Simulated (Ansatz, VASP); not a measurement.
**W (Tungsten) in two plane-wave programs**

Wanted: the spread between two codes on one cell, functional and k mesh. The two relaxations start from unlike cells of this crystal (the structure described is Ansatz's start), so only their ends are compared.

Calculated with Ansatz 0.2.0; plane waves, with VASP 6.6.1 beside it; relaxation of cell and atoms at PBE with D3(BJ).

### Step 1. Starting point

It takes space group Im-3m (No. 229, cubic). The conventional cell has a = 3.160 Å, b = 3.160 Å, c = 3.160 Å, α = 90.00°, β = 90.00°, γ = 90.00°. Nearest to W lie 8 W at 2.74 Å.

### Step 2. VASP: relaxation of cell and atoms, PBE with D3(BJ)

The relaxed volume is the usual yardstick between codes: in a stiff, nearly cubic crystal its relative difference is about their pressure difference at one cell divided by the bulk modulus.

Lines of VASP's logs that name or quote its potential files are left out, and so is its time.

Input file INCAR:

```
SYSTEM = W
PREC = Accurate
ENCUT = 600
EDIFF = 1E-07
NELM = 120
ISMEAR = 1
SIGMA = 0.2
LREAL = .FALSE.
ALGO = Normal
GGA = PE
IVDW = 12
NBANDS = 9
LASPH = .TRUE.
LORBIT = 11
LWAVE = .FALSE.
LCHARG = .FALSE.
ISIF = 3
IBRION = 2
NSW = 80
EDIFFG = -0.005
GGA_COMPAT = .FALSE.
NELMIN = 4
```

Input file POSCAR:

```
W
1.0
   -1.5739763844      1.5739763844      1.5739763844
    1.5739763844     -1.5739763844      1.5739763844
    1.5739763844      1.5739763844     -1.5739763844
W
1
Direct
    0.0000000000      0.0000000000      0.0000000000
```

Input file KPOINTS:

```
Automatic mesh
0
Gamma
24 24 24
0 0 0
```

The projector-augmented-wave data sets are W (PBE family, release 64).

Started as:

```console
$ mpirun -np 1 vasp_std
```

Numbers of over 12 decimals in the logs are rounded to 6 here.

The program printed:

```text
[banner, memory and clock lines left out]
running    1 mpi-ranks, on    1 nodes
 distrk:  each k-point on    1 cores,    1 groups
 distr:  one band on    1 cores,    1 groups

 POSCAR found type information on POSCAR W
 POSCAR found :  1 types and       1 ions
 LDA part: xc-table for (Slater+PW92), standard interpolation
 POSCAR, INCAR and KPOINTS ok, starting setup
 FFT: planning ... GRIDC
 FFT: planning ... GRID_SOFT
 FFT: planning ... GRID
 WAVECAR not read
 entering main loop
       N       E                     dE             d eps       ncg     rms          rms(c)
DAV:   1     0.115871428463E+02    0.11587E+02   -0.32269E+03  7450   0.652E+02
DAV:   2    -0.131619210124E+02   -0.24749E+02   -0.23709E+02  8840   0.141E+02
DAV:   3    -0.136725204519E+02   -0.51060E+00   -0.50815E+00  8687   0.163E+01
DAV:   4    -0.136740838367E+02   -0.15634E-02   -0.15631E-02  8769   0.996E-01
DAV:   5    -0.136740872890E+02   -0.34522E-05   -0.34516E-05  8566   0.401E-02    0.208E+01
DAV:   6    -0.132066976160E+02    0.46739E+00   -0.32431E-01  8271   0.377E+00    0.104E+01
DAV:   7    -0.130170018590E+02    0.18970E+00   -0.40920E-01  8632   0.407E+00    0.323E-01
DAV:   8    -0.130155091184E+02    0.14927E-02   -0.22096E-03  8076   0.355E-01    0.130E-01
DAV:   9    -0.130153330285E+02    0.17609E-03   -0.20905E-04  8916   0.714E-02    0.208E-02
DAV:  10    -0.130153340254E+02   -0.99692E-06   -0.13177E-05  8720   0.269E-02    0.195E-02
DAV:  11    -0.130153326754E+02    0.13500E-05   -0.49694E-07  8210   0.710E-03    0.313E-03
DAV:  12    -0.130153326966E+02   -0.21170E-07   -0.30149E-09  4205   0.515E-04
   1 F= -.13722334E+02 E0= -.13722752E+02  d E =-.137223E+02
 curvature:   0.00 expect dE= 0.000E+00 dE for cont linesearch  0.000E+00
 trial: gam= 0.00000 g(F)=  0.916E-65 g(S)=  0.370E-05 ort = 0.000E+00 (trialstep = 0.100E+01)
 search vector abs. value=  0.370E-05
 bond charge predicted
       N       E                     dE             d eps       ncg     rms          rms(c)
DAV:   1    -0.130147971050E+02    0.53557E-03   -0.18014E-04  7520   0.973E-02    0.415E-02
DAV:   2    -0.130147952671E+02    0.18379E-05   -0.23494E-06  8533   0.116E-02    0.184E-02
DAV:   3    -0.130147951321E+02    0.13502E-06   -0.18861E-06  9761   0.884E-03    0.305E-04
DAV:   4    -0.130147951787E+02   -0.46616E-07   -0.10815E-08  3897   0.739E-04
   2 F= -.13722331E+02 E0= -.13722747E+02  d E =0.350067E-05
 trial-energy change:    0.000004  1 .order    0.000005   -0.000004    0.000014
 step:   0.3220(harm=  0.2149)  dis= 0.00000  next Energy=   -13.722335 (dE=-0.643E-06)
 bond charge predicted
       N       E                     dE             d eps       ncg     rms          rms(c)
DAV:   1    -0.130151640297E+02   -0.36890E-03   -0.82485E-05  7511   0.659E-02    0.282E-02
DAV:   2    -0.130151624388E+02    0.15909E-05   -0.10738E-06  8496   0.789E-03    0.125E-02
DAV:   3    -0.130151616545E+02    0.78431E-06   -0.86335E-07  9257   0.597E-03    0.202E-04
DAV:   4    -0.130151616313E+02    0.23173E-07   -0.53557E-09  3807   0.516E-04
   3 F= -.13722335E+02 E0= -.13722753E+02  d E =-.823562E-06
 curvature:  -0.11 expect dE=-0.900E-07 dE for cont linesearch -0.900E-07
 trial: gam= 0.00000 g(F)=  0.432E-63 g(S)=  0.853E-06 ort =-0.178E-05 (trialstep = 0.864E+00)
 search vector abs. value=  0.853E-06
 reached required accuracy - stopping structural energy minimisation
```

From OUTCAR (step 2):

```text
ion  position               nearest neighbor table
   1  0.000  0.000  0.000-

  LATTYP: Found a body centered cubic cell.
 ALAT       =     3.1479527688

 Subroutine GETGRP returns: Found 48 space group operations
 (whereof 48 operations were pure point group operations)

The static configuration has the point symmetry O_h .

 Found    413 irreducible k-points:

   k-points           NKPTS =    413   k-points in BZ     NKDIM =    413   number of bands    NBANDS=      9

   dimension x,y,z NGX =    24 NGY =   24 NGZ =   24
   dimension x,y,z NGXF=    48 NGYF=   48 NGZF=   48

   ENCUT  =  600.0 eV  44.10 Ry    6.64 a.u.   5.44  5.44  5.44*2*pi/ulx,y,z

   NELECT =       6.0000    total number of electrons

 k-points in reciprocal lattice and weights: Automatic mesh
   0.00000000  0.00000000  0.00000000       0.000
   0.04166667  0.00000000  0.00000000       0.001
   0.08333333  0.00000000  0.00000000       0.001
   0.12500000  0.00000000  0.00000000       0.001
   0.16666667  0.00000000  0.00000000       0.001
   0.20833333  0.00000000  0.00000000       0.001
   0.25000000  0.00000000  0.00000000       0.001
   0.29166667  0.00000000  0.00000000       0.001
   0.33333333  0.00000000  0.00000000       0.001
[...]
0.50000000  0.50000000  0.45833333       0.001
   0.50000000  0.50000000  0.50000000       0.000

 Edisp (eV)   -0.70754

 average (electrostatic) potential at core
       1 -37.6826

 E-fermi :   8.0661

 k-point     1 :       0.0000    0.0000    0.0000
  band No.  band energies     occupation
      1      -1.7071      2.00000
      2       6.7262      2.00000
      3       6.7262      2.00000
      4       6.7262      2.00000
      5      10.2714     -0.00000
      6      10.2714     -0.00000
      7      23.2810      0.00000
      8      23.2810      0.00000
      9      23.2810      0.00000

 k-point     2 :       0.0417    0.0000    0.0000
  band No.  band energies     occupation
      1      -1.6231      2.00000
      2       6.6736      2.00000
      3       6.7159      2.00000
      4       6.8097      2.00000
      5      10.1849     -0.00000
      6      10.2724     -0.00000
      7      23.3555      0.00000
      8      23.4277      0.00000
      9      23.4948      0.00000

 k-point     3 :       0.0833    0.0000    0.0000
  band No.  band energies     occupation
      1      -1.3758      2.00000
      2       6.5229      2.00000
      3       6.6755      2.00000
      4       7.0588      2.00000
      5       9.9687     -0.00000
      6      10.2777     -0.00000
      7      23.5589      0.00000
      8      23.8598      0.00000
      9      24.0809      0.00000

 Edisp (eV)   -0.70717

  Total       0.00243     0.00243     0.00243     0.00000     0.00000     0.00000
  in kB       0.24948     0.24948     0.24948     0.00000     0.00000     0.00000
  external pressure =        0.25 kB  Pullay stress =        0.00 kB

  energy-cutoff  :      600.00
  volume of cell :       15.59
      direct lattice vectors                 reciprocal lattice vectors
    -1.573852781  1.573852781  1.573852781     0.000000000  0.317691722  0.317691722
     1.573852781 -1.573852781  1.573852781     0.317691722  0.000000000  0.317691722
     1.573852781  1.573852781 -1.573852781     0.317691722  0.317691722  0.000000000

 POSITION                                       TOTAL-FORCE (eV/Angst)
 -----------------------------------------------------------------------------------
      0.00000      0.00000      0.00000         0.000000     -0.000000      0.000000
 -----------------------------------------------------------------------------------
    total drift:                               -0.000000     -0.000000      0.000000

  FREE ENERGIE OF THE ION-ELECTRON SYSTEM (eV)
  ---------------------------------------------------
  free  energy   TOTEN  =       -13.7223348338 eV

  energy  without entropy=      -13.7235878544  energy(sigma->0) =      -13.72275251

 reached required accuracy - stopping structural energy minimisation

 total charge
# of ion       s       p       d       tot
------------------------------------------
    1        0.687   0.742   4.190   5.619

[... 3 further parts left out ...]
```

CONTCAR:

```
W
   1.00000000000000
    -1.5738527809793896    1.5738527809793896    1.5738527809793896
     1.5738527809793896   -1.5738527809793896    1.5738527809793896
     1.5738527809793896    1.5738527809793896   -1.5738527809793896
  W
     1
Direct
     0.0000000000000000    0.0000000000000000    0.0000000000000000
```

Dispersion corrections of this kind ignore metallic screening and tend to overbind metals.

### Step 3. Ansatz: relaxation of cell and atoms, PBE with D3(BJ)

Ansatz runs on its default PAW (the set named soft_2) files.

Its own start cell and the same functional, mesh and smearing now go to Ansatz, which takes its cutoff from its data sets.

Input file input.yaml:

```yaml
crystal:
  lattice:
    - [-1.57994454, 1.57994454, 1.57994454]
    - [1.57994454, -1.57994454, 1.57994454]
    - [1.57994454, 1.57994454, -1.57994454]
  atoms:
    - { symbol: W, position: [0.0, 0.0, 0.0] }
kpoints:
  mp_grid: { grid: [24, 24, 24] }
hamiltonian:
  xc: pbe
  dispersion: d3bj
scf:
  occupations: { method: methfessel_paxton, width: 0.2 }
output:
  forces: true
  stress: true
  eigenvalues: true
relax:
  adjacent_minimum: "off"
  f_tol: 0.001
  max_steps: 60
  cell: { stress_tol: 0.01 }
```

Started as:

```console
$ ansatz run input.yaml --threads 4 --pin off --max-ram 7168MiB --backend cpu --events-out ev --progress --plain --runs-dir out
```

The program printed:

```text
Engine: ansatz 0.2.0, aarch64-unknown-linux-gnu
Pseudopotentials: kind: paw
Pseudopotential: W, paw, valence charge 14, recommended cutoff 420 eV (normal), W.paw.azcp
Functional definition: PBE
  parameter kappa = 0.804
  parameter beta = 0.066725
  exchange = pbe_x(kappa = kappa, mu = beta*pi^2/3)
  correlation = pbe_c(beta = beta)
Crystal: 1 atoms, lattice volume = 15.776 Å³
Basis set: ecut = 420 eV, 321 PW (Γ), exchange–correlation on 40×40×40 points (8 copies of the dense FFT grid, shifted against one another)
Bands: 11, of which v1, the nominal top of the filled ones, is band 7 counted from 1 (6 counted from 0)
Symmetry: 48 space group operations
Space group: Im-3m (ITA 229), of the structure as read, at distance tolerance 2.5e-5 Å
k-points: 413 of 13824
Non-local potential: W, projectors of the file, l = 0: 3, l = 1: 2, l = 2: 2, l = 3: 1
PAW form: soft (Blöchl's): semilocal exchange-correlation on the pseudo side does not see the compensation charge
PAW one-centre angular grid: W, 590 points (default); XC on 64 Gauss nodes
Initial density: superposition of atomic densities (neutral atoms: chi_scale 0, normalization atom), corrected by the library's trained network
Initial wavefunctions: pseudopotential atomic-orbital guess
Functional: x = pbe(κ = 0.804, μ = 0.219515), c = pbe(β = 0.066725)
SCF iter   1: F=—  HF=-10385.515818 eV  |F-HF|=—  |Δ(HF+E_count)|=         —  Δρ=1.64e-3  dr2=1.31e-4  ethr=1.77e-3  ⟨swp⟩=5.0  Hψ=24076  notcnv=0
preconditioner: auto → none  [metal: Δε(μ)=0.012 eV  Ē_g=9.105 eV  σ=0.200 eV  W_gap=0.05  n_scr=0 (ndim 8)  ℏωp=22.9 eV  f_vac=0.000  D(μ)=0.37/eV (n_scr^D=0)]
SCF iter   2: F=—  HF=-10385.515478 eV  |F-HF|=—  |Δ(HF+E_count)|=   3.40e-4  S|Δr|=    0.00e0  Δρ=8.50e-4  dr2=3.37e-5  ethr=9.37e-7  ⟨swp⟩=2.4  Hψ=10414  notcnv=0
SCF iter   3: F=—  HF=-10385.515508 eV  |F-HF|=—  |Δ(HF+E_count)|=   3.01e-5  S|Δr|=    0.00e0  Δρ=1.87e-4  dr2=4.47e-6  ethr=2.41e-7  ⟨swp⟩=2.0  Hψ=7026  notcnv=0
SCF iter   4: F=—  HF=-10385.515506 eV  |F-HF|=—  |Δ(HF+E_count)|=   1.64e-6  S|Δr|=    0.00e0  Δρ=1.05e-4  dr2=1.15e-6  ethr=3.19e-8  ⟨swp⟩=2.0  Hψ=6617  notcnv=0
SCF iter   5: F=—  HF=-10385.515506 eV  |F-HF|=—  |Δ(HF+E_count)|=   4.03e-7  S|Δr|=    0.00e0  Δρ=4.95e-5  dr2=3.06e-7  ethr=8.21e-9  ⟨swp⟩=2.0  Hψ=6685  notcnv=0
SCF iter   6: F=-10385.515506 eV  HF=-10385.515506 eV  |F-HF|=1.61e-8  |Δ(HF+E_count)|=   1.36e-7  S|Δr|=    0.00e0  Δρ=1.24e-5  dr2=1.92e-8  ethr=7.14e-10  ⟨swp⟩=5.7  Hψ=21405  notcnv=0
SCF 1 converged in 6 iterations: F = -10385.515506 eV  dr2 = 1.92e-8
  greatest PAW one-centre occupation: 1.000 electrons in one spin orbital (limit 2), on the W atom at site 0 (counted from 0), in its partial waves of l = 0
relax step   1: F+E_penalty+E_count = -10385.51550591 eV  Δ(F+E_penalty+E_count) = +0.000e0 eV  max|allowed force component| = 0.000e0 eV/Å  Δτ_max = 0.0000 Å  P = -0.177 GPa  Ω = 15.776 Å³  (6 SCF iters, dr2 threshold 1.00e-7 eV, accepted)
[...]
relax step   2: F+E_penalty+E_count = -10385.51549168 eV  Δ(F+E_penalty+E_count) = +1.423e-5 eV  max|allowed force component| = 0.000e0 eV/Å  Δτ_max = 0.0000 Å  P = +0.476 GPa  Ω = 15.743 Å³  energy of the carried Pulay correction = +1.565e-5 eV  (2 SCF iters, dr2 threshold 7.83e-8 eV, rejected (line search))
[...]
relax step   3: F+E_penalty+E_count = -10385.51551506 eV  Δ(F+E_penalty+E_count) = -9.143e-6 eV  max|allowed force component| = 0.000e0 eV/Å  Δτ_max = 0.0000 Å  P = -0.001 GPa  Ω = 15.767 Å³  energy of the carried Pulay correction = +4.243e-6 eV  (5 SCF iters, accepted)
[...]
relax step   4: F+E_penalty+E_count = -10385.51550868 eV  Δ(F+E_penalty+E_count) = +6.376e-6 eV  max|allowed force component| = 0.000e0 eV/Å  Δτ_max = 0.0000 Å  P = -0.001 GPa  Ω = 15.767 Å³  stress off target by 1.12e-3 GPa  SCF on the basis re-selected at this cell (its energy is not comparable with the rows above)  (4 SCF iters)
basis re-selected at this cell: Δ(F+E_penalty+E_count) = +6.376e-6 eV, ΔP = +0.000 GPa vs the last step (what re-selecting the basis moved, of the pressure what is left beyond the Pulay correction that the steps carried, after the strain that the cell walked since its last selection, with what the two solves' SCF thresholds leave and, on support functions, any second-order correction that the steps lacked; it is no measure of the basis error at this ecutwfc). This SCF's stress stands 1.12e-3 GPa from its target on what of the cell is left free (relax.cell.stress_tol is 1.00e-2 GPa) and its largest allowed force component is 0.00e0 eV/Å (relax.f_tol is 1.00e-3 eV/Å): [rest of the remark cut]
SCF converged after 4 iterations
Stability not checked: this state was not tested for a lower state beside it, because cold or Methfessel-Paxton smearing, or corrected tetrahedra, fill the levels in a way that the test cannot read (fill_not_monotonic; see scf.lower_state_search)
Free energy (F): -10385.515509 eV
Harris-Foulkes:  -10385.515509 eV  (|F-HF|=5.46e-12)
Internal energy: -10385.516737 eV  (E = F + TS)
E sigma→0 (E₀):  -10385.515816 eV
Entropy (-TS):   0.001228 eV (1.228 meV/atom)
Fermi energy:    22.816244 eV
--- Per-component energies (eV) ---
  E_band       = -79.527293
  E_kinetic    = 450.685852
  E_local      = -594.769764  (includes V_loc(G=0)·N_el)
  E_nonlocal   = 0.345609
  E_hartree    = 214.185274
  E_xc         = -267.242128
  E_vxc        = -239.187808  (∫ρ·V_xc dr)
  E_paw        = -8562.487090  (= ΣΔE_a)
  E_vpaw       = -124.971677  (= ΣTr[D̂ρ^β])
  E_aug_tail   = -0.000056  (compensation charges beyond the density's cutoff)
  E_ewald      = -1625.535028
  E_disp       = -0.699406  (pairwise vdW)
  E_smearing   = 0.001228  (= −TS)
  E_closure    = 0.000000  (closes the sum)
  Σ components = -10385.515509   (vs F -10385.515509, Δ=0.00e0)
--- Forces (eV/Å), atoms counted from 1 ---
  atom   1  W      0.00000000    -0.00000000     0.00000000
  max |Σ_I F_I| component: 5.34e-32 eV/Å
--- Stress (GPa, compression-positive) ---
       -0.001119      -0.000000       0.000000
       -0.000000      -0.001119       0.000000
        0.000000       0.000000      -0.001119
  P = ⅓ Tr σ = -0.0011 GPa (-0.011 kbar)
--- Band table (eV; the first three rows and the last of 413) ---
  k-point 0: bands = [... 3 lower, -14.9338, 13.1005, 21.5102, 21.5102, 21.5102, 25.0220, 25.0220, 37.2844]
  k-point 1: bands = [... 3 lower, -14.9339, 13.1858, 21.4580, 21.4997, 21.5925, 24.9349, 25.0226, 37.3582]
  k-point 2: bands = [... 3 lower, -14.9343, 13.4363, 21.3085, 21.4588, 21.8379, 24.7181, 25.0267, 37.5609]
  k-point 412: bands = [... 3 lower, -15.8534, 16.8771, 16.8771, 27.9561, 27.9561, 27.9561, 31.0492, 31.0492]
--- Relaxed structure (3 steps of the walk, 2 accepted, 1 SCFs on fresh bases) ---
  F+E_penalty+E_count = -10385.51550868 eV   max|allowed force component| = 0.000e0 eV/Å   (the final SCF, on the basis selected at the relaxed cell)
  cell:  # Å, volume = 15.7668 Å³
    - [-1.579652, 1.579652, 1.579652]
    - [1.579652, -1.579652, 1.579652]
    - [1.579652, 1.579652, -1.579652]
  atoms:
    - { symbol: W, position: [0.0, 0.0, 0.0] }
```

### Step 4. Comparison

Known differences besides the potentials themselves: the data sets hold 14 valence electrons in Ansatz (on its default PAW (the set named soft_2) files) and 6 in VASP; the cutoff is 420 eV in Ansatz and 600 eV in VASP; Ansatz adds a Pulay correction to the stress that steers its cell, VASP none. Total energies have different zeros and are not compared.

Compared:

| quantity | Ansatz | VASP | difference |
| --- | --- | --- | --- |
| volume (Å³) | 15.77 | 15.59 | +1.11 % |
| edge a after relaxation, in the typed setting (Å) | 2.736 | 2.726 | +0.37 % |

### Step 5. Outcome

```
difference in volume (relaxation of cell and atoms, PBE with D3(BJ)) : 1.1 %
```

What this shows: The difference in volume is 1.1 % (relaxation of cell and atoms, PBE with D3(BJ)), within the 1.2 % picked in this series as the mark of a large difference, as far as the stopping tolerances let one tell. The data sets hold unlike numbers of valence electrons (14 in Ansatz and 6 in VASP), so part of the differences comes from the potentials. How closely two codes agree says nothing of how well the functional describes the real material.

[Lines on the potential files, build, host, timing and source positions are cut from VASP's logs without a mark.]

[Logs are printed without paths, hosts, clocks, repeated set-up lines and the standing remarks that a program may print on its own settings, such as how far it seeks lower states.]

[Hosts, paths, dates, database ids (printed as entryN), source tags and the programs' standing remarks are cut or masked in the printed files.]
